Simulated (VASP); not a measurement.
OSZICAR of a VASP run on YSi2 (space group P6/mmm):

OSZICAR:
```
       N       E                     dE             d eps       ncg     rms          rms(c)
DAV:   1     0.877412260279E+01    0.87741E+01   -0.79059E+03  1820   0.110E+03
DAV:   2    -0.513194545502E+02   -0.60094E+02   -0.58765E+02  2181   0.208E+02
DAV:   3    -0.541748960387E+02   -0.28554E+01   -0.27200E+01  2848   0.337E+01
DAV:   4    -0.542621533929E+02   -0.87257E-01   -0.87171E-01  2401   0.611E+00
DAV:   5    -0.542638645839E+02   -0.17112E-02   -0.17160E-02  2736   0.729E-01    0.276E+01
DAV:   6    -0.494483281028E+02    0.48155E+01   -0.40898E+00  2260   0.139E+01    0.190E+01
DAV:   7    -0.498025800982E+02   -0.35425E+00   -0.28943E+00  3346   0.120E+01    0.250E+00
DAV:   8    -0.492218434751E+02    0.58074E+00   -0.15329E+00  2985   0.981E+00    0.502E+00
DAV:   9    -0.494776176927E+02   -0.25577E+00   -0.47584E-01  2135   0.751E+00    0.151E+00
DAV:  10    -0.494216065967E+02    0.56011E-01   -0.15163E-01  2120   0.477E+00    0.280E-01
DAV:  11    -0.494313951633E+02   -0.97886E-02   -0.48214E-02  2015   0.263E+00    0.184E-01
DAV:  12    -0.494297776820E+02    0.16175E-02   -0.33445E-02  1885   0.205E+00    0.214E-01
DAV:  13    -0.494252870493E+02    0.44906E-02   -0.52815E-03  2345   0.635E-01    0.115E-01
DAV:  14    -0.494256799070E+02   -0.39286E-03   -0.17329E-03  2025   0.503E-01    0.122E-01
DAV:  15    -0.494259096087E+02   -0.22970E-03   -0.52330E-04  2230   0.236E-01    0.901E-02
DAV:  16    -0.494261556894E+02   -0.24608E-03   -0.67105E-04  2065   0.258E-01    0.282E-02
DAV:  17    -0.494260810922E+02    0.74597E-04   -0.50383E-05  2380   0.767E-02    0.512E-02
DAV:  18    -0.494261417576E+02   -0.60665E-04   -0.32763E-05  2090   0.594E-02    0.251E-02
DAV:  19    -0.494261515275E+02   -0.97698E-05   -0.90827E-06  2245   0.351E-02    0.156E-02
DAV:  20    -0.494261672675E+02   -0.15740E-04   -0.36585E-06  2183   0.241E-02    0.536E-03
DAV:  21    -0.494261694557E+02   -0.21882E-05   -0.92454E-06  2010   0.371E-02    0.601E-03
DAV:  22    -0.494261623050E+02    0.71507E-05   -0.36457E-06  2230   0.199E-02    0.143E-03
DAV:  23    -0.494261572479E+02    0.50572E-05   -0.75190E-07  2115   0.110E-02    0.106E-03
DAV:  24    -0.494261575469E+02   -0.29902E-06   -0.31293E-07  2070   0.722E-03    0.544E-04
DAV:  25    -0.494261562581E+02    0.12888E-05   -0.25483E-07  2030   0.662E-03    0.446E-04
DAV:  26    -0.494261556756E+02    0.58251E-06   -0.73383E-08  1225   0.350E-03    0.426E-04
DAV:  27    -0.494261549930E+02    0.68255E-06   -0.66211E-09  1190   0.899E-04    0.210E-04
DAV:  28    -0.494261545146E+02    0.47847E-06   -0.21477E-09  1115   0.472E-04    0.132E-04
DAV:  29    -0.494261545823E+02   -0.67716E-07   -0.12606E-09  1120   0.374E-04
   1 F= -.49426155E+02 E0= -.49426155E+02  d E =0.000000E+00
       N       E                     dE             ncg
```

Problem. Which electronic solver shows in the log?

Solution. It is blocked Davidson (ALGO = Normal, or the opening steps of other solvers). The INCAR had ALGO = Normal.

Problem. Can the final energy be trusted as converged?

Solution. The run converged. It stopped with EDIFF = 1E-7, NELM = 100 (SCAN meta-GGA, plane waves, VASP's PBE PAW potentials (set 64)).

The structure comes from a measured YSi2 entry (P6/mmm) of the Crystallography Open Database, whose conditions weren't checked. It was relaxed first, which changed the volume by +7 %. The electron count is odd and the run is not spin-polarised, which forces a metal.
